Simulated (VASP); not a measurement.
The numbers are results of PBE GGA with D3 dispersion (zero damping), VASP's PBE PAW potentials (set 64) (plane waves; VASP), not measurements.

Input for VASP

INCAR:
```
SYSTEM=CsPbBr3
PREC=Accurate; ENCUT=520; LREAL=.FALSE.
LASPH=.TRUE.
EDIFF=1E-6; NELM=100; ALGO=Normal
LMAXMIX=4
ISMEAR=0; SIGMA=0.05
GGA=PE; IVDW=11
IBRION=2; NSW=60; ISIF=3
EDIFFG=-0.02
LWAVE=.FALSE.; LCHARG=.FALSE.
```

File KPOINTS:
```
kpoints
0
gamma
  4 4 4
0 0 0
```

**POSCAR**
```
CsPbBr3
1.0
  5.8983689362   0.0000000000   0.0000000000
  0.0000000000   5.8983689362   0.0000000000
  0.0000000000   0.0000000000   5.8983689362
Cs Pb Br
1 1 3
Cart
  0.0000000000   0.0000000000   0.0000000000
  2.9491844681   2.9491844681   2.9491844681
  2.9491844681   0.0000000000   2.9491844681
  0.0000000000   2.9491844681   2.9491844681
  2.9491844681   2.9491844681   0.0000000000
```

POTCAR, in this order: Cs_sv Pb_d Br (PBE.64 set). Program: vasp_std.

The run wrote:

### OSZICAR
```
       N       E                     dE             d eps       ncg     rms          rms(c)
DAV:   1     0.401495530481E+03    0.40150E+03   -0.18782E+04   520   0.150E+03
DAV:   2     0.321378433153E+02   -0.36936E+03   -0.36265E+03   638   0.328E+02
DAV:   3    -0.145114171337E+02   -0.46649E+02   -0.46405E+02   604   0.124E+02
DAV:   4    -0.163786712625E+02   -0.18673E+01   -0.18611E+01   680   0.334E+01
DAV:   5    -0.164230117324E+02   -0.44340E-01   -0.44315E-01   656   0.409E+00    0.419E+00
DAV:   6    -0.158676771882E+02    0.55533E+00   -0.10257E+00   766   0.103E+01    0.245E+00
DAV:   7    -0.158204316977E+02    0.47245E-01   -0.53877E-01   760   0.426E+00    0.101E+00
DAV:   8    -0.158299439073E+02   -0.95122E-02   -0.63149E-02   688   0.220E+00    0.189E-01
DAV:   9    -0.158299162347E+02    0.27673E-04   -0.10634E-02   720   0.822E-01    0.105E-01
DAV:  10    -0.158302369209E+02   -0.32069E-03   -0.10404E-03   580   0.203E-01    0.372E-02
DAV:  11    -0.158303147472E+02   -0.77826E-04   -0.17264E-04   658   0.106E-01    0.924E-03
DAV:  12    -0.158303164772E+02   -0.17301E-05   -0.22728E-05   736   0.510E-02    0.612E-03
DAV:  13    -0.158303161949E+02    0.28237E-06   -0.28371E-06   546   0.161E-02
   1 F= -.17036117E+02 E0= -.17036117E+02  d E =-.170361E+02
       N       E                     dE             d eps       ncg     rms          rms(c)
DAV:   1    -0.159346675268E+02   -0.10435E+00   -0.23068E+00   684   0.162E+01    0.146E+00
DAV:   2    -0.158646162447E+02    0.70051E-01   -0.13691E-01   666   0.378E+00    0.554E-01
DAV:   3    -0.158511792345E+02    0.13437E-01   -0.55817E-02   670   0.225E+00    0.182E-01
DAV:   4    -0.158510683201E+02    0.11091E-03   -0.10007E-03   598   0.214E-01    0.121E-01
DAV:   5    -0.158509934258E+02    0.74894E-04   -0.35549E-04   608   0.169E-01    0.246E-02
DAV:   6    -0.158509926685E+02    0.75730E-06   -0.34820E-05   624   0.643E-02    0.508E-03
DAV:   7    -0.158509930276E+02   -0.35915E-06   -0.28328E-06   436   0.156E-02
   2 F= -.17040944E+02 E0= -.17040944E+02  d E =-.482681E-02
```

**OUTCAR**
```
------------------------ aborting loop because EDIFF is reached ----------------------------------------
 Edisp (eV)   -1.18995
  FORCE on cell =-STRESS in cart. coord.  units (eV):
  Direction    XX          YY          ZZ          XY          YZ          ZX
  --------------------------------------------------------------------------------------
  Total       0.05330     0.05330     0.05330     0.00000    -0.00000     0.00000
  in kB       0.40953     0.40953     0.40953     0.00000    -0.00000     0.00000
  external pressure =        0.41 kB  Pullay stress =        0.00 kB
  volume of cell :      208.51
      direct lattice vectors                 reciprocal lattice vectors
     5.929824798  0.000000000 -0.000000000     0.168639047 -0.000000000  0.000000000
     0.000000000  5.929824798  0.000000000     0.000000000  0.168639047  0.000000000
    -0.000000000  0.000000000  5.929824798     0.000000000 -0.000000000  0.168639047
 POSITION                                       TOTAL-FORCE (eV/Angst)
 -----------------------------------------------------------------------------------
      0.00000      0.00000      0.00000         0.000000      0.000000      0.000000
      2.96491      2.96491      2.96491        -0.000000      0.000000      0.000000
      2.96491      0.00000      2.96491         0.000000      0.000000      0.000000
     -0.00000      2.96491      2.96491         0.000000      0.000000      0.000000
      2.96491      2.96491     -0.00000         0.000000      0.000000      0.000000
 -----------------------------------------------------------------------------------
    total drift:                                0.000000     -0.000000     -0.000000
  FREE ENERGIE OF THE ION-ELECTRON SYSTEM (eV)
  ---------------------------------------------------
  free  energy   TOTEN  =       -17.0409436025 eV

  energy  without entropy=      -17.0409436025  energy(sigma->0) =      -17.04094360

 reached required accuracy - stopping structural energy minimisation
```
(Selected blocks of OUTCAR.)

### CONTCAR
```
CsPbBr3
   1.00000000000000
     5.9298247975149394    0.0000000000000000   -0.0000000000000000
     0.0000000000000000    5.9298247975149394    0.0000000000000000
    -0.0000000000000000    0.0000000000000000    5.9298247975149394
  Cs              Pb              Br
     1     1     3
Direct
     0.0000000000000000    0.0000000000000000    0.0000000000000000
     0.5000000000000000    0.5000000000000000    0.5000000000000000
     0.5000000000000000    0.0000000000000000    0.5000000000000000
     0.0000000000000000    0.5000000000000000    0.5000000000000000
     0.5000000000000000    0.5000000000000000    0.0000000000000000
```

OUTCAR:
```
 val. band max:        0.9712952541   @ k =   0.5000   0.5000   0.5000

 cond. band min:       2.6203335697   @ k =   0.5000   0.5000   0.5000


 Fermi energy:         1.2454751400

 k-point     1 :       0.0000    0.0000    0.0000
  band No.  band energies     occupation
      1     -20.3883      2.00000
      2     -15.8034      2.00000
      3     -15.8034      2.00000
      4     -15.6690      2.00000
      5     -15.6690      2.00000
      6     -15.6690      2.00000
      7     -13.5955      2.00000
      8     -12.9476      2.00000
      9     -12.9476      2.00000
     10      -7.1766      2.00000
     11      -7.1766      2.00000
     12      -7.1766      2.00000
     13      -5.9414      2.00000
     14      -3.1042      2.00000
     15      -3.1042      2.00000
     16      -3.1042      2.00000
     17      -0.9958      2.00000
     18      -0.9958      2.00000
     19      -0.9958      2.00000
     20      -0.8917      2.00000
     21      -0.8917      2.00000
     22      -0.8917      2.00000
     23       4.1074      0.00000
     24       5.2498      0.00000
     25       5.2498      0.00000
     26       5.9939      0.00000

 k-point     2 :       0.2500    0.0000    0.0000
  band No.  band energies     occupation
      1     -20.3879      2.00000
      2     -15.8033      2.00000
      3     -15.7770      2.00000
      4     -15.6695      2.00000
      5     -15.6695      2.00000
      6     -15.6690      2.00000
      7     -13.5319      2.00000
      8     -13.0589      2.00000
      9     -12.9468      2.00000
     10      -7.1723      2.00000
     11      -7.1714      2.00000
     12      -7.1714      2.00000
     13      -6.3458      2.00000
     14      -3.0598      2.00000
     15      -3.0598      2.00000
     16      -2.2122      2.00000
     17      -1.0600      2.00000
     18      -1.0600      2.00000
     19      -1.0574      2.00000
     20      -0.9459      2.00000
     21      -0.9459      2.00000
     22      -0.8775      2.00000
...
```

Unless said otherwise, spin-orbit coupling is left out, though it shifts the bands of the heavy elements here.

The compound is CsPbBr3 in the cubic perovskite structure, the ideal cubic form; the compound distorts at low or room temperature. This run relaxes it. Symmetry was kept, so distortions that lower it aren't found. The start is the result of an earlier pass.
